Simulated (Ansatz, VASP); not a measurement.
# Cross-check of Ta2O5 between VASP and Ansatz, part 2 of 2

Aim: how closely do two programs agree when they are given the same cell, functional and k mesh? The cell is taken from a series of runs on this material, whose earlier steps may have relaxed, scaled, displaced or heated it; both programs get it as it stands.

VASP 6.6.1 and Ansatz 0.2.0.

So far. Step 3 (VASP: single point, LDA, pair 1): The run ends at a pressure of 2.50 GPa, with forces up to 0.025 eV/Å.

### 6. VASP: single point, LDA, pair 2

Level of this step: LDA; plane waves and PAW (Ta_pv, O) (VASP).

The same cell, functional (in two slightly different forms), mesh and smearing now go to VASP, with its own data sets.

INCAR reads:

```
SYSTEM = Ta2O5
PREC = Accurate
ENCUT = 520
EDIFF = 1E-06
NELM = 120
ISMEAR = -1
SIGMA = 0.02
LREAL = .FALSE.
ALGO = Normal
GGA = PW92
NBANDS = 33
LASPH = .TRUE.
LORBIT = 11
LWAVE = .FALSE.
LCHARG = .FALSE.
ISIF = 2
GGA_COMPAT = .FALSE.
EFERMI = MIDGAP
KPAR = 2
```

POSCAR reads:

```
Ta2O5
1.0
    3.7837868937      0.0000000000      0.0000000000
    0.0000000000      3.8047750138      0.0000000000
   -1.7916580123      0.0000000000      6.5289594201
Ta O
2 5
Direct
    0.6464567283      0.0000000000      0.7905432933
    0.3535432717      0.0000000000      0.2094567067
    0.6700713333      0.5000000000      0.7996270252
    0.3299286667      0.5000000000      0.2003729748
    0.1910457062      0.0000000000      0.8728085138
    0.8089542938      0.0000000000      0.1271914862
    0.5000000000      0.0000000000      0.5000000000
```

KPOINTS reads:

```
Automatic mesh
0
Gamma
6 6 4
0 0 0
```

Potentials, in the order of the species: Ta_pv and O (LDA family, release 64).

Run with:

```sh
$ mpirun -np 2 vasp_std
```

Numbers of over 12 decimals in the logs are rounded to 6 here.

Log:

```text
[banner, memory and clock lines left out]
running    2 mpi-ranks, on    1 nodes
[...]
[... a notice as in an earlier step ...]

 LDA part: xc-table for (Slater(with rela. corr.)+PW92), standard interpolation
 POSCAR, INCAR and KPOINTS ok, starting setup
[...]
entering main loop
       N       E                     dE             d eps       ncg     rms          rms(c)
DAV:   1     0.458490070675E+03    0.45849E+03   -0.29610E+04  3704   0.157E+03
DAV:   2    -0.584323885656E+02   -0.51692E+03   -0.50494E+03  4602   0.430E+02
DAV:   3    -0.883153450069E+02   -0.29883E+02   -0.29773E+02  4500   0.108E+02
DAV:   4    -0.886981234305E+02   -0.38278E+00   -0.38219E+00  4456   0.134E+01
[...]
DAV:  12    -0.742129848751E+02    0.16918E-06   -0.13062E-04  4250   0.912E-02    0.399E-02
DAV:  13    -0.742129915572E+02   -0.66820E-05   -0.13855E-05  4711   0.273E-02    0.481E-03
DAV:  14    -0.742129918858E+02   -0.32861E-06   -0.15266E-06  3194   0.953E-03
   1 F= -.74212992E+02 E0= -.74212992E+02  d E =0.000000E+00
```

OUTCAR, selected parts (step 6):

```text
  Total        1.2177754      4.4529557     -0.8109767      0.0000000      0.0000000      0.0598616
  in kB       20.7576486     75.9030701    -13.8235428      0.0000000      0.0000000      1.0203744
  external PRESSURE =      27.6123920 kB  Pullay stress =       0.0000000 kB

 POSITION                                       TOTAL-FORCE (eV/Angst)
 -----------------------------------------------------------------------------------
      1.02967      0.00000      5.16143         0.006736      0.000000      0.021037
      0.96246      0.00000      1.36753        -0.006736      0.000000     -0.021037
      1.10275      1.90239      5.22073         0.013504      0.000000      0.009496
      0.88938      1.90239      1.30823        -0.013504     -0.000000     -0.009496
     -0.84090      0.00000      5.69853        -0.017442      0.000000      0.008909
      2.83303      0.00000      0.83043         0.017442      0.000000     -0.008909
      0.99606      0.00000      3.26448         0.000000      0.000000      0.000000
 -----------------------------------------------------------------------------------
    total drift:                               -0.000000     -0.000000      0.000000

  FREE ENERGIE OF THE ION-ELECTRON SYSTEM (eV)
  ---------------------------------------------------
  free  energy   TOTEN  =       -74.2129918858 eV

  energy  without entropy=      -74.2129918858  energy(sigma->0) =      -74.21299189

[... 1 part as in an earlier step ...]

[... 2 further parts left out ...]
[key lines of the parts left out:]
E-fermi :   2.1344
```

The run ends at a pressure of 2.76 GPa, with forces up to 0.022 eV/Å.

### 7. Comparison

What differs besides the data sets and the points named for the pairs above, as far as they apply: the data sets hold 56 valence electrons in Ansatz (on its PAW soft_1 files) and 52 in VASP. Total energies have different zeros and are not compared.

Both answers:

| quantity | Ansatz | VASP | difference |
| --- | --- | --- | --- |
| gap on the k mesh (eV) | 2.322 | 2.261 | +0.061 |

A gap on the mesh is an upper bound, since the band edges may lie between its points; neither run holds spin-orbit coupling, which can move the band edges of a compound of Ta.

### 8. VASP: single point, LDA, pair 3

A single point gives forces, pressure and levels at one fixed geometry, so differences don't come from the geometry; what else differs is listed under the comparison.

INCAR is that of step 6.

POSCAR reads:

```
Ta2O5
1.0
    3.7261657735      0.0000000000      0.0000000000
    0.0000000000      3.8627157500      0.0000000000
   -1.7643738802      0.0000000000      6.5289594201
Ta O
2 5
Direct
    0.6484818007      0.0000000000      0.7889879678
    0.3515181993      0.0000000000      0.2110120322
    0.6568770737      0.5000000000      0.7939008234
    0.3431229263      0.5000000000      0.2060991766
    0.1909724426      0.0000000000      0.8752271999
    0.8090275574      0.0000000000      0.1247728001
    0.5000000000      0.0000000000      0.5000000000
```

KPOINTS is that of step 6.

Run with:

```sh
$ mpirun -np 2 vasp_std
```

Log:

```text
[... set-up lines as in an earlier step ...]
 entering main loop
       N       E                     dE             d eps       ncg     rms          rms(c)
DAV:   1     0.457804922101E+03    0.45780E+03   -0.29770E+04  3696   0.157E+03
DAV:   2    -0.588447648721E+02   -0.51665E+03   -0.50427E+03  4608   0.430E+02
DAV:   3    -0.883336240541E+02   -0.29489E+02   -0.29387E+02  4516   0.107E+02
DAV:   4    -0.887023682845E+02   -0.36874E+00   -0.36819E+00  4472   0.132E+01
[...]
DAV:  13    -0.741935300066E+02   -0.66270E-05   -0.13080E-05  4469   0.235E-02    0.416E-03
DAV:  14    -0.741935313422E+02   -0.13357E-05   -0.41607E-06  3647   0.127E-02    0.372E-03
DAV:  15    -0.741935312684E+02    0.73822E-07   -0.72502E-07  2115   0.649E-03
   1 F= -.74193531E+02 E0= -.74193531E+02  d E =0.000000E+00
```

Parts of OUTCAR (step 8):

```text
  Total        4.2444630     -1.5777095      0.9741177      0.0000000      0.0000000     -0.1122990
  in kB       72.3659796    -26.8991609     16.6082220      0.0000000      0.0000000     -1.9146421
  external PRESSURE =      20.6916802 kB  Pullay stress =       0.0000000 kB

 POSITION                                       TOTAL-FORCE (eV/Angst)
 -----------------------------------------------------------------------------------
      1.02428      0.00000      5.15127         0.003887     -0.000000      0.028253
      0.93751      0.00000      1.37769        -0.003887     -0.000000     -0.028253
      1.04689      1.93136      5.18335         0.004191     -0.000000      0.003688
      0.91490      1.93136      1.34561        -0.004191      0.000000     -0.003688
     -0.83263      0.00000      5.71432        -0.004483     -0.000000      0.018786
      2.79442      0.00000      0.81464         0.004483     -0.000000     -0.018786
      0.98090      0.00000      3.26448        -0.000000     -0.000000      0.000000
 -----------------------------------------------------------------------------------
    total drift:                                0.000000      0.000000     -0.000000

  FREE ENERGIE OF THE ION-ELECTRON SYSTEM (eV)
  ---------------------------------------------------
  free  energy   TOTEN  =       -74.1935312684 eV

  energy  without entropy=      -74.1935312684  energy(sigma->0) =      -74.19353127

[... 1 part as in an earlier step ...]

[... 2 further parts left out ...]
[key lines of the parts left out:]
E-fermi :   2.0794
```

The run ends at a pressure of 2.07 GPa, with forces up to 0.029 eV/Å.

### 9. Ansatz: single point, LDA, pair 3

The same cell, functional (in two slightly different forms), mesh and smearing now go to Ansatz, which takes its cutoff from its data sets.

The cell is taken from a series of runs on this material, whose earlier steps may have relaxed, scaled, displaced or heated it; both programs get it as it stands.

input.yaml reads:

```yaml
crystal:
  lattice:
    - [3.7261657735, 0.0, 0.0]
    - [0.0, 3.86271575, 0.0]
    - [-1.7643738802, 0.0, 6.5289594201]
  atoms:
    - { symbol: Ta, position: [0.6484818007, 0.0, 0.7889879678] }
    - { symbol: Ta, position: [0.3515181993, 0.0, 0.2110120322] }
    - { symbol: O, position: [0.6568770737, 0.5, 0.7939008234] }
    - { symbol: O, position: [0.3431229263, 0.5, 0.2060991766] }
    - { symbol: O, position: [0.1909724426, 0.0, 0.8752271999] }
    - { symbol: O, position: [0.8090275574, 0.0, 0.1247728001] }
    - { symbol: O, position: [0.5, 0.0, 0.5] }
kpoints:
  mp_grid: { grid: [6, 6, 4] }
  band_path:
    path:
      - [0.0, 0.0, 0.0]
      - [0.0, 0.5, 0.0]
      - [0.0, 0.5, 0.5]
      - [0.0, 0.0, 0.5]
      - [-0.5, 0.0, 0.5]
      - [-0.5, 0.5, 0.5]
      - [-0.5, 0.5, 0.0]
      - [-0.5, 0.0, 0.0]
    npoints: 1
hamiltonian:
  xc: lda
  pseudopotentials: { kind: paw, azcp: { folder: soft_1 }, xc_functional: pbe }
scf:
  occupations: { method: fermi_dirac, width: 0.02 }
  n_extra_bands: 6
output:
  eigenvalues: true
```

Run with:

```sh
$ ansatz run input.yaml --threads 3 --pin off --max-ram 92160MiB --backend cuda --events-out ev --progress --plain --runs-dir out --devices 1 --max-vram 13GiB
```

Log:

```text
[...]
GPUs: using 1 of 1 available (devices: 1).
[...]
GPU FFT provider: cuFFT
GPU libraries: cuBLAS 13.8.2, cuFFT 12.4.0, cuSOLVER 12.3.4
Crystal: 7 atoms, lattice volume = 93.972 Å³
Basis set: ecut = 420 eV, 1829 PW (Γ)
Bands: 34, of which v1, the nominal top of the filled ones, is band 28 counted from 1 (27 counted from 0)
Symmetry: 4 space group operations
[...]
k-points: 56 of 144
[...]
--- Band table (eV; the first three rows and the last of 56) ---
  k-point 0: bands = [... 24 lower, 6.1696, 6.2711, 6.4492, 6.4729, 9.3161, 9.6975, 9.8141, 11.5543, ... 2 higher]
  k-point 1: bands = [... 24 lower, 6.1533, 6.1746, 6.3557, 6.4066, 9.2945, 9.7209, 9.8583, 11.6208, ... 2 higher]
  k-point 2: bands = [... 24 lower, 6.1958, 6.2168, 6.2472, 6.2794, 9.2752, 9.7424, 9.8989, 11.6882, ... 2 higher]
  k-point 55: bands = [... 24 lower, 4.9005, 6.3768, 6.8953, 7.0461, 10.0906, 12.1320, 12.6320, 13.2261, ... 2 higher]
[key lines of the parts left out:]
SCF converged after 10 iterations
Free energy (F): -22150.500673 eV
Fermi energy:    8.159582 eV
```

### 10. Comparison

What differs besides the data sets and the points named for the pairs above, as far as they apply: the data sets hold 56 valence electrons in Ansatz (on its PAW soft_1 files) and 52 in VASP. Total energies have different zeros and are not compared.

Both answers:

| quantity | Ansatz | VASP | difference |
| --- | --- | --- | --- |
| gap on the k mesh (eV) | 2.229 | 2.167 | +0.062 |

A gap on the mesh is an upper bound, since the band edges may lie between its points; neither run holds spin-orbit coupling, which can move the band edges of a compound of Ta.

### 11. Results

```json
{"difference in gap on the k mesh (single point, LDA, pair 1)": "0.062 eV", "difference in gap on the k mesh (single point, LDA, pair 2)": "0.061 eV", "difference in gap on the k mesh (single point, LDA, pair 3)": "0.062 eV"}
```

What this shows: The difference in gap on the k mesh is 0.062 eV (single point, LDA, pair 3), within the 0.08 eV picked in this series as the mark of a large difference. The data sets hold unlike numbers of valence electrons (56 in Ansatz and 52 in VASP), so part of the differences comes from the potentials. 2 further runs of this series are not shown here. Such differences can come from data sets, numerical settings and the points named under the comparisons, not from the functional's error against experiment.

[Lines on the potential files, build, host, timing and source positions are cut from VASP's logs without a mark.]

[Logs are printed without paths, hosts, clocks, repeated set-up lines and the standing remarks that a program may print on its own settings, such as how far it seeks lower states.]

[Hosts, paths, dates, database ids (printed as entryN), source tags and the programs' standing remarks are cut or masked in the printed files.]
